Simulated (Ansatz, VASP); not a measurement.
# Cross-check of Cs28Li22Cl31F19 between VASP and Ansatz, part 2 of 2

Wanted: the spread between two codes on one cell, functional and k mesh. Of the first pair: The structure shown is frame 22 of Ansatz's trajectory.

VASP 6.6.1 and Ansatz 0.2.0.

So far. Step 6 (VASP: single point, PBE, pair 2): The run ends at a pressure of 1.36 GPa, with forces up to 2.6 eV/Å.

## 8. Ansatz: dynamics, PBE

Level of this step: Ansatz beside VASP: Kohn-Sham DFT, plane waves, PBE (Ansatz).

One frame of this run of dynamics is then solved in both programs, so the motion causes no difference.

The structure compared here is frame 66 of Ansatz's trajectory.

Contents of input.yaml:

```yaml
crystal:
  lattice:
    - [14.7253, 0.0, 0.0]
    - [0.0, 14.7253, 0.0]
    - [0.0, 0.0, 14.7253]
  atoms:
    - { symbol: Cs, position: [0.66933, 0.08386, 0.0431] }
    - { symbol: Cs, position: [0.81213, 0.8015, 0.43284] }
    - { symbol: Cs, position: [0.3144, 0.70994, 0.7119] }
    - { symbol: Cs, position: [0.08607, 0.46398, 0.1415] }
    - { symbol: Cs, position: [0.87864, 0.04159, 0.63577] }
    - { symbol: Cs, position: [0.16258, 0.48041, 0.88309] }
    - { symbol: Cs, position: [0.04614, 0.05821, 0.41646] }
    - { symbol: Cs, position: [0.57154, 0.87269, 0.83495] }
    - { symbol: Cs, position: [0.5233, 0.08917, 0.65255] }
    - { symbol: Cs, position: [0.63326, 0.39968, 0.16009] }
    - { symbol: Cs, position: [0.46286, 0.00671, 0.2349] }
    - { symbol: Cs, position: [0.65518, 0.27792, 0.84687] }
    - { symbol: Cs, position: [0.73112, 0.42244, 0.54339] }
    - { symbol: Cs, position: [0.45664, 0.56049, 0.41355] }
    - { symbol: Cs, position: [0.57157, 0.69539, 0.16957] }
    - { symbol: Cs, position: [0.53792, 0.81635, 0.53335] }
    - { symbol: Cs, position: [0.61463, 0.60722, 0.87974] }
    - { symbol: Cs, position: [0.97765, 0.31459, 0.52948] }
    - { symbol: Cs, position: [0.89301, 0.63088, 0.93697] }
    - { symbol: Cs, position: [0.04294, 0.97421, 0.15531] }
    - { symbol: Cs, position: [0.24608, 0.86732, 0.52698] }
    - { symbol: Cs, position: [0.3284, 0.20755, 0.59279] }
    - { symbol: Cs, position: [0.25899, 0.97634, 0.83659] }
    - { symbol: Cs, position: [0.47167, 0.30073, 0.38074] }
    - { symbol: Cs, position: [0.38166, 0.23223, 0.02034] }
    - { symbol: Cs, position: [0.44039, 0.44881, 0.73607] }
    - { symbol: Cs, position: [0.34259, 0.51752, 0.05447] }
    - { symbol: Cs, position: [0.711, 0.10327, 0.32002] }
    - { symbol: Li, position: [0.10391, 0.66251, 0.58819] }
    - { symbol: Li, position: [0.87218, 0.58223, 0.70693] }
[... 64 atom lines left out ...]
    - { symbol: Cl, position: [0.61918, 0.89133, 0.32102] }
    - { symbol: Cl, position: [0.75006, 0.76976, 0.82932] }
    - { symbol: Cl, position: [0.45268, 0.71671, 0.91945] }
    - { symbol: Cl, position: [0.41088, 0.93037, 0.98271] }
    - { symbol: Cl, position: [0.8731, 0.59195, 0.52972] }
    - { symbol: Cl, position: [0.37158, 0.18998, 0.79705] }
kpoints:
  mp_grid: { grid: [1, 1, 1] }
hamiltonian:
  xc: pbe
scf:
  occupations: { method: fermi_dirac, width: 0.025 }
output:
  forces: true
md:
  timestep: 1.0
  n_steps: 66
  ensemble: nve
  temperature: 900
  initial_velocities: maxwell_boltzmann
  seed: 121
```

Launch:

```console
$ ansatz run input.yaml --threads 4 --pin off --max-ram 8192MiB --backend cpu --events-out ev --progress --plain --runs-dir out
```

Numbers of over 12 decimals in the logs are rounded to 6 here.

Log:

```text
[...]
Crystal: 100 atoms, lattice volume = 3192.952 Å³
Basis set: ecut = 420 eV, 62525 PW (Γ), exchange–correlation on 200×200×200 points (8 copies of the dense FFT grid, shifted against one another)
Bands: 434, of which v1, the nominal top of the filled ones, is band 334 counted from 1 (333 counted from 0)
Symmetry: 1 space group operations
k-points: 1
[...]
atom   8  Cs     0.12433990     0.00871451     0.18550649
[...]
atom  97  Cl     0.36970651     0.20902286     0.42465135
  atom  98  Cl    -0.76915680     0.03915290     0.22845739
  atom  99  Cl     0.79312398     0.44521997    -0.35405491
  atom 100  Cl    -0.26344809     0.01589072     0.50914844
  max |Σ_I F_I| component: 4.18e-5 eV/Å
--- MD trajectory: 66 steps, t = 0.0 → 66.0 fs ---
[...]
conserved energy: peak-to-peak 3.015e-3 eV (3.015e-5 eV/atom) over 66.0 fs
[key lines of the parts left out:]
SCF converged after 8 iterations
Free energy (F): -212263.999799 eV
Fermi energy:    3.527088 eV
```

## 9. VASP: single point, PBE, pair 3

The same cell, functional, mesh and smearing now go to VASP, with its own data sets.

Contents of INCAR:

```
SYSTEM = Cs28Li22Cl31F19
PREC = Accurate
ENCUT = 650
EDIFF = 1E-06
NELM = 120
ISMEAR = -1
SIGMA = 0.025
LREAL = Auto
ALGO = Normal
GGA = PE
NBANDS = 408
LORBIT = 11
LWAVE = .FALSE.
LCHARG = .FALSE.
ISIF = 2
LASPH = .TRUE.
GGA_COMPAT = .FALSE.
EFERMI = MIDGAP
NCORE = 2
```

Contents of POSCAR:

```
Cs28Li22Cl31F19
1.0
   14.7253000000      0.0000000000      0.0000000000
    0.0000000000     14.7253000000      0.0000000000
    0.0000000000      0.0000000000     14.7253000000
Cs Li F Cl
28 22 19 31
Direct
    0.6895343389      0.0837945577      0.0447732814
    0.8052127970      0.7855867113      0.4293902331
    0.3223499691      0.7099549755      0.7290921068
    0.0834142598      0.4687374790      0.1417899805
    0.8700603723      0.0416697792      0.6258684034
    0.1543533918      0.4786252233      0.8871873578
    0.0680733160      0.0570582603      0.4120323525
    0.5693398437      0.8785695368      0.8247302262
    0.5146584450      0.0999775896      0.6644890087
    0.6509273156      0.4071495997      0.1660407598
    0.4594201816      0.0086993134      0.2306642309
    0.6693989257      0.2768432562      0.8434259404
    0.7362973929      0.4420758830      0.5536253930
    0.4680380026      0.5640020916      0.3991701358
    0.5680223832      0.6870352387      0.1672835188
    0.5429159338      0.8078545089      0.5225020882
    0.6194169219      0.5919743571      0.8802197578
    0.9792601849      0.3248354872      0.5392623580
    0.8852994506      0.6118856662      0.9335904871
    0.0498665562      0.9719258691      0.1629372576
    0.2340529565      0.8756969298      0.5260470075
    0.3141464011      0.2021486829      0.5868063809
    0.2693663287      0.9936368020      0.8176064325
    0.4739801566      0.2951790456      0.3798836017
    0.3837612816      0.2425960761      0.0213102619
    0.4340488819      0.4542182502      0.7379815691
    0.3310764467      0.5237855935      0.0676522719
    0.6924137369      0.1045139997      0.3330526373
    0.0708304754      0.6024597122      0.5969589754
    0.8856865395      0.5861204865      0.6985664129
[... 64 atom lines left out ...]
    0.6104188030      0.8685120167      0.3117220023
    0.7591967566      0.7816411211      0.8526957006
    0.4074755693      0.6841286765      0.9274174380
    0.4377432039      0.9598106660      0.9921767298
    0.8774014791      0.5958656190      0.5522196492
    0.3763251003      0.2065153172      0.7903404345
```

Contents of KPOINTS:

```
Automatic mesh
0
Gamma
1 1 1
0 0 0
```

PAW data sets: Cs_sv, Li_sv, F and Cl (PBE family, release 64).

Launch:

```console
$ mpirun -np 8 vasp_gam
```

Log:

```text
[... set-up lines as in an earlier step ...]
 entering main loop
       N       E                     dE             d eps       ncg     rms          rms(c)
DAV:   1     0.841973192454E+04    0.84197E+04   -0.35649E+05   816   0.182E+03
DAV:   2     0.807900423434E+03   -0.76118E+04   -0.73375E+04  1064   0.378E+02
DAV:   3    -0.330337733207E+03   -0.11382E+04   -0.11327E+04   944   0.154E+02
DAV:   4    -0.397552503910E+03   -0.67215E+02   -0.66914E+02  1144   0.367E+01
[...]
DAV:  19    -0.365823622341E+03   -0.38974E-06   -0.57259E-05  1072   0.130E-02    0.920E-03
DAV:  20    -0.365823621053E+03    0.12889E-05   -0.11944E-05   952   0.731E-03    0.478E-03
DAV:  21    -0.365823621089E+03   -0.36169E-07   -0.54744E-06   864   0.428E-03
   1 F= -.36582362E+03 E0= -.36582362E+03  d E =0.000000E+00
```

Parts of OUTCAR (step 9):

```text
  FREE ENERGIE OF THE ION-ELECTRON SYSTEM (eV)
  ---------------------------------------------------
  free  energy   TOTEN  =      -365.8236210887 eV

  energy  without entropy=     -365.8236210887  energy(sigma->0) =     -365.82362109

[... 1 part as in an earlier step ...]
```

The run ends at a pressure of 0.97 GPa, with forces up to 2.3 eV/Å.

## 10. Side by side

Forces on 9 of the 100 atoms, those with the largest forces and the largest differences (eV/Å; atoms numbered as in POSCAR):

```tsv
atom	Ansatz x, y, z	VASP x, y, z
Cs14	-0.408, 0.592, 1.238	-0.418, 0.602, 1.258
Li33	-0.143, -0.908, 1.449	-0.148, -0.915, 1.456
Li39	-1.358, -0.205, -0.319	-1.352, -0.223, -0.334
Li41	0.289, -0.132, 1.495	0.285, -0.166, 1.569
F51	0.064, 0.541, -1.038	0.098, 0.547, -1.124
F53	0.380, -0.476, -0.534	0.436, -0.505, -0.592
F64	0.966, -0.704, -0.748	0.965, -0.712, -0.726
F68	0.713, 0.212, 2.150	0.734, 0.218, 2.180
Cl87	-0.077, 1.149, -0.763	-0.072, 1.165, -0.761
```

The forces differ by 15 meV/Å r.m.s., which is 3.2 % of the r.m.s. force of 0.462 eV/Å (both taken over all components).

## 11. Outcome

| Item | Value |
| --- | --- |
| r.m.s. force difference (single point, PBE, pair 1) | 3.8 % of the r.m.s. force |
| r.m.s. force difference (single point, PBE, pair 2) | 4.4 % of the r.m.s. force |
| r.m.s. force difference (single point, PBE, pair 3) | 3.2 % of the r.m.s. force |

The r.m.s. force difference is 4.4 % of the r.m.s. force (single point, PBE, pair 2), beyond the 3 % picked in this series as the mark of a large difference. What causes the difference of the single point, PBE, pair 1 pair stays open here. What causes the difference of the single point, PBE, pair 2 pair stays open here. What causes the difference of the single point, PBE, pair 3 pair stays open here. How closely two codes agree says nothing of how well the functional describes the real material.

[Lines on the potential files, build, host, timing and source positions are cut from VASP's logs without a mark.]

[Logs are printed without paths, hosts, clocks, repeated set-up lines and the standing remarks that a program may print on its own settings, such as how far it seeks lower states.]

[Hosts, paths, dates, database ids (printed as entryN), source tags and the programs' standing remarks are cut or masked in the printed files.]
